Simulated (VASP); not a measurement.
Calculation: PBE GGA, VASP's PBE PAW potentials (set 64) (plane waves; VASP).

Input for VASP

**POSCAR**
```
MnB
1
    5.0487840000     0.0000000000     0.0000000000
   -2.5243910000     4.3723750000     0.0000000000
    0.0000000000     0.0000000000     4.0739350000
Mn B
3 3
Direct
  0.5000000000   0.0000000000   0.0000000000
  0.5000000000   0.5000000000   0.0000000000
  0.0000000000   0.5000000000   0.0000000000
  0.0000000000   0.0000000000   0.0000000000
  0.3333330000   0.6666670000   0.5000000000
  0.6666670000   0.3333330000   0.5000000000
```

### INCAR
```
! general
SYSTEM  = MnB
PREC    = Accurate
ENCUT   = 400
LREAL   = .FALSE.
LASPH   = .TRUE.

! electronic loop
EDIFF   = 1E-6
NELM    = 100
ALGO    = Normal
LMAXMIX = 4

! smearing
ISMEAR  = -1
SIGMA   = 0.1

! functional
GGA     = PE

! spin
ISPIN   = 2
MAGMOM  = 3*4.0 3*0.0

! ions
ISIF    = 2

! output
LWAVE   = .FALSE.
LCHARG  = .FALSE.
LORBIT  = 11
```

File KPOINTS:
```
Automatic mesh
0
Gamma
3 3 4
0 0 0
```

POTCAR, in this order: Mn_pv B (PBE.64 set). Program: vasp_std.

Output

File OUTCAR:
```
 ion  position               nearest neighbor table
   1  0.500  0.000  0.000-   5 2.50   6 2.50   5 2.50   6 2.50   2 2.52   2 2.52   4 2.52   4 2.52
                             3 2.52   3 2.52
   2  0.500  0.500  0.000-   5 2.50   6 2.50   5 2.50   6 2.50   1 2.52   1 2.52   3 2.52   3 2.52
                             4 2.52   4 2.52
   3  0.000  0.500  0.000-   5 2.50   6 2.50   5 2.50   6 2.50   4 2.52   4 2.52   2 2.52   2 2.52
                             1 2.52   1 2.52
   4  0.000  0.000  0.000-   3 2.52   3 2.52   1 2.52   1 2.52   2 2.52   2 2.52
   5  0.333  0.667  0.500-   1 2.50   1 2.50   3 2.50   3 2.50   2 2.50   2 2.50
   6  0.667  0.333  0.500-   1 2.50   1 2.50   3 2.50   3 2.50   2 2.50   2 2.50
  LATTYP: Found a hexagonal cell.
 ALAT       =     5.0487840000
 C/A-ratio  =     0.8069141005
 Subroutine PRICEL returns:
 Original cell was already a primitive cell.
 Subroutine GETGRP returns: Found 24 space group operations
The static configuration has the point symmetry D_6h.
The dynamic configuration has the point symmetry D_6h.
The overall configuration has the point symmetry D_6h.
 Subroutine INISYM returns: Found 24 space group operations
 Subroutine IBZKPT returns following result:
 Found      9 irreducible k-points:

 Following reciprocal coordinates:
            Coordinates               Weight
  0.000000  0.000000  0.000000      1.000000
  0.333333  0.000000  0.000000      6.000000
  0.333333  0.333333  0.000000      2.000000
  0.000000  0.000000  0.250000      2.000000
  0.333333  0.000000  0.250000     12.000000
  0.333333  0.333333  0.250000      4.000000
  0.000000  0.000000  0.500000      1.000000
  0.333333  0.000000  0.500000      6.000000
  0.333333  0.333333  0.500000      2.000000
   k-points           NKPTS =      9   k-points in BZ     NKDIM =      9   number of bands    NBANDS=     34
   number of dos      NEDOS =    301   number of ions     NIONS =      6
   total plane-waves  NPLWV =  36288
   dimension x,y,z NGX =    36 NGY =   36 NGZ =   28
   dimension x,y,z NGXF=    72 NGYF=   72 NGZF=   56
   ions per type =               3   3
...
```

### OSZICAR
```
       N       E                     dE             d eps       ncg     rms          rms(c)
DAV:   1     0.445349442675E+03    0.44535E+03   -0.24480E+04  1336   0.134E+03
DAV:   2    -0.134801333188E+02   -0.45883E+03   -0.44105E+03  1240   0.403E+02
DAV:   3    -0.450653874968E+02   -0.31585E+02   -0.30541E+02  1524   0.111E+02
DAV:   4    -0.461193019901E+02   -0.10539E+01   -0.10418E+01  1492   0.180E+01
DAV:   5    -0.461405367621E+02   -0.21235E-01   -0.21171E-01  1476   0.278E+00    0.297E+01
DAV:   6    -0.594511958434E+02   -0.13311E+02   -0.20920E+02  1528   0.913E+01    0.443E+01
DAV:   7    -0.402439014354E+02    0.19207E+02   -0.80975E+01  1494   0.643E+01    0.667E+00
DAV:   8    -0.405897692535E+02   -0.34587E+00   -0.39286E+00  1316   0.906E+00    0.320E+00
DAV:   9    -0.405237563189E+02    0.66013E-01   -0.41891E-01  1398   0.413E+00    0.209E+00
DAV:  10    -0.405378177541E+02   -0.14061E-01   -0.80558E-02  1670   0.145E+00    0.123E+00
DAV:  11    -0.405481038722E+02   -0.10286E-01   -0.18794E-02  1586   0.690E-01    0.839E-01
DAV:  12    -0.405511202424E+02   -0.30164E-02   -0.15540E-02  1510   0.666E-01    0.336E-01
DAV:  13    -0.405514213941E+02   -0.30115E-03   -0.13050E-03  1358   0.240E-01    0.160E-01
DAV:  14    -0.405515327210E+02   -0.11133E-03   -0.17442E-04  1474   0.930E-02    0.452E-02
DAV:  15    -0.405515507042E+02   -0.17983E-04   -0.56840E-05  1528   0.440E-02    0.167E-02
DAV:  16    -0.405515502956E+02    0.40866E-06   -0.68013E-06  1210   0.162E-02
   1 F= -.40551550E+02 E0= -.40457727E+02  d E =-.187647E+00  mag=     7.4579
```

**OUTCAR**
```
------------------------ aborting loop because EDIFF is reached ----------------------------------------
  FORCE on cell =-STRESS in cart. coord.  units (eV):
  Direction    XX          YY          ZZ          XY          YZ          ZX
  --------------------------------------------------------------------------------------
  Total      -12.2098517    -12.2098505    -21.5292891     -0.0000028     -0.0000000      0.0000000
  in kB     -217.5217466   -217.5217265   -383.5499963     -0.0000497     -0.0000000      0.0000000
  external PRESSURE =    -272.8644898 kB  Pullay stress =       0.0000000 kB
  volume of cell :       89.93
      direct lattice vectors                 reciprocal lattice vectors
     5.048784000  0.000000000  0.000000000     0.198067495  0.114354282  0.000000000
    -2.524391000  4.372375000  0.000000000     0.000000000  0.228708654  0.000000000
     0.000000000  0.000000000  4.073935000     0.000000000  0.000000000  0.245462925
 POSITION                                       TOTAL-FORCE (eV/Angst)
 -----------------------------------------------------------------------------------
      2.52439      0.00000      0.00000        -0.000000      0.000000     -0.000000
      1.26220      2.18619      0.00000        -0.000000      0.000000     -0.000000
     -1.26220      2.18619      0.00000        -0.000000      0.000000     -0.000000
      0.00000      0.00000      0.00000        -0.000000      0.000000     -0.000000
     -0.00000      2.91492      2.03697        -0.000000      0.000000      0.000000
      2.52439      1.45746      2.03697         0.000000     -0.000000     -0.000000
 -----------------------------------------------------------------------------------
    total drift:                                0.000000      0.000000     -0.000000
  FREE ENERGIE OF THE ION-ELECTRON SYSTEM (eV)
  ---------------------------------------------------
  free  energy   TOTEN  =       -40.5515502956 eV

  energy  without entropy=      -40.3639034454  energy(sigma->0) =      -40.45772687

 total charge

# of ion       s       p       d       tot
------------------------------------------
    1        0.304   6.263   4.996  11.563
    2        0.304   6.263   4.996  11.563
    3        0.304   6.263   4.996  11.563
    4        0.721   0.721   0.000   1.443
    5        0.709   0.739   0.000   1.448
    6        0.709   0.739   0.000   1.448
--------------------------------------------------
tot          3.051  20.990  14.987  39.028

 magnetization (x)

# of ion       s       p       d       tot
------------------------------------------
    1        0.012   0.016   2.655   2.682
    2        0.012   0.016   2.655   2.682
    3        0.012   0.016   2.655   2.682
    4       -0.038  -0.147   0.000  -0.185
    5       -0.032  -0.137   0.000  -0.169
    6       -0.032  -0.137   0.000  -0.169
--------------------------------------------------
tot         -0.066  -0.374   7.964   7.523
```
(Selected blocks of OUTCAR.)

### OUTCAR
```
 val. band max:        3.6504076386   @ k =   0.3333   0.0000   0.0000

 cond. band min:       3.7114686063   @ k =   0.3333   0.0000   0.5000


 Fermi energy:         3.6586234432

 spin component 1

 k-point     1 :       0.0000    0.0000    0.0000
  band No.  band energies     occupation
      1     -45.4561      1.00000
      2     -45.4424      1.00000
      3     -45.4070      1.00000
      4     -45.4070      1.00000
      5     -45.3952      1.00000
      6     -45.3952      1.00000
      7     -45.2073      1.00000
      8     -45.0363      1.00000
      9     -45.0363      1.00000
     10      -4.9883      1.00000
     11      -1.8466      1.00000
     12      -0.1739      1.00000
     13       0.0441      1.00000
     14       0.0674      1.00000
     15       0.5996      1.00000
     16       0.5996      1.00000
     17       1.4277      1.00000
     18       1.4277      1.00000
     19       1.5763      1.00000
     20       1.5763      1.00000
     21       2.6071      0.99997
     22       2.8023      0.99981
     23       2.8023      0.99981
     24       2.8486      0.99970
     25       3.1054      0.99606
     26       3.1054      0.99606
     27       3.1519      0.99374
     28       3.1519      0.99374
     29       4.5349      0.00016
     30       4.5879      0.00009
     31       5.8103      0.00000
     32       5.8104      0.00000
     33       6.9501      0.00000
     34       7.8205      0.00000

 k-point     2 :       0.3333    0.0000    0.0000
  band No.  band energies     occupation
      1     -45.4456      1.00000
      2     -45.4171      1.00000
      3     -45.4065      1.00000
      4     -45.4057      1.00000
      5     -45.3449      1.00000
      6     -45.3392      1.00000
      7     -45.2446      1.00000
      8     -45.1311      1.00000
      9     -45.0491      1.00000
     10      -4.2405      1.00000
     11      -2.2039      1.00000
     12      -1.3669      1.00000
...
```

At this cut-off the stress carries a Pulay error, which pulls relaxed volumes low. The moments were started parallel, and other spin orders were not tried in this run.

The structure was generated: MnB was put into an ordered model structure, which need not be its known phase. The cell was not relaxed at this level. The k-mesh is coarse (spacing up to 0.48 per Å, 2π included), so the numbers may not be converged in it.
